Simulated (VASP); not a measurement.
Method: PBE GGA, VASP's PBE PAW potentials (set 64) (plane waves; VASP).

VASP ran on this input.

File POSCAR:
```
Tc
2.740
  0.5000000000  -0.8660255474   0.0000000000
  0.5000000000   0.8660255474   0.0000000000
  0.0000000000   0.0000000000   1.6021897810
Tc
2
Cartesian
  0.5000000000   0.2886757598   0.4005474453
  0.5000000000  -0.2886757598   1.2016423358
```

### INCAR
```
ALGO = Normal
EDIFF = 1E-6
ENCUT = 400
GGA = PE
ISIF = 2
ISMEAR = -4
LASPH = .TRUE.
LCHARG = .FALSE.
LMAXMIX = 4
LREAL = .FALSE.
LWAVE = .FALSE.
NELM = 100
PREC = Accurate
SYSTEM = Tc
```

File KPOINTS:
```
kpoints
0
Gamma
 14 14 8
```

POTCAR, in this order: Tc_pv (PBE.64 set). Program: vasp_std.

What VASP printed:

OSZICAR:
```
       N       E                     dE             d eps       ncg     rms          rms(c)
DAV:   1     0.275057857574E+03    0.27506E+03   -0.14717E+04  4168   0.131E+03
DAV:   2    -0.152607650464E+02   -0.29032E+03   -0.28771E+03  4461   0.415E+02
DAV:   3    -0.220215237117E+02   -0.67608E+01   -0.66342E+01  4887   0.737E+01
DAV:   4    -0.220938011852E+02   -0.72277E-01   -0.71931E-01  4489   0.695E+00
DAV:   5    -0.220943577673E+02   -0.55658E-03   -0.55654E-03  4627   0.634E-01    0.237E+01
DAV:   6    -0.208001286438E+02    0.12942E+01   -0.31479E+00  4324   0.176E+01    0.738E+00
DAV:   7    -0.206468225896E+02    0.15331E+00   -0.60317E-01  4672   0.689E+00    0.886E-01
DAV:   8    -0.206371320707E+02    0.96905E-02   -0.10651E-02  4210   0.113E+00    0.262E-01
DAV:   9    -0.206371061084E+02    0.25962E-04   -0.46560E-04  4808   0.181E-01    0.210E-02
DAV:  10    -0.206371032824E+02    0.28260E-05   -0.15658E-05  4320   0.341E-02    0.865E-03
DAV:  11    -0.206371025918E+02    0.69054E-06   -0.66519E-07  2171   0.874E-03
   1 F= -.20637103E+02 E0= -.20637103E+02  d E =0.000000E+00
```

File OUTCAR:
```
------------------------ aborting loop because EDIFF is reached ----------------------------------------
  FORCE on cell =-STRESS in cart. coord.  units (eV):
  Direction    XX          YY          ZZ          XY          YZ          ZX
  --------------------------------------------------------------------------------------
  Total        0.4984589      0.4984590      0.2198283      0.0000000     -0.0000000      0.0000000
  in kB       27.9797321     27.9797414     12.3395100      0.0000000     -0.0000000      0.0000000
  external PRESSURE =      22.7663278 kB  Pullay stress =       0.0000000 kB
  volume of cell :       28.54
      direct lattice vectors                 reciprocal lattice vectors
     1.370000000 -2.372910000  0.000000000     0.364963504 -0.210711742  0.000000000
     1.370000000  2.372910000  0.000000000     0.364963504  0.210711742  0.000000000
     0.000000000  0.000000000  4.390000000     0.000000000  0.000000000  0.227790433
 POSITION                                       TOTAL-FORCE (eV/Angst)
 -----------------------------------------------------------------------------------
      1.37000      0.79097      1.09750        -0.000000     -0.000000      0.000000
      1.37000     -0.79097      3.29250         0.000000      0.000000      0.000000
 -----------------------------------------------------------------------------------
    total drift:                               -0.000026      0.000616     -0.000043
  FREE ENERGIE OF THE ION-ELECTRON SYSTEM (eV)
  ---------------------------------------------------
  free  energy   TOTEN  =       -20.6371025918 eV

  energy  without entropy=      -20.6371025918  energy(sigma->0) =      -20.63710259
```
(Selected blocks of OUTCAR.)

The compound is Tc in the hcp structure. The cell was not relaxed at this level. The run is one of a series of settings (ISMEAR = -4, SIGMA removed against the base run), some of them coarse on purpose.
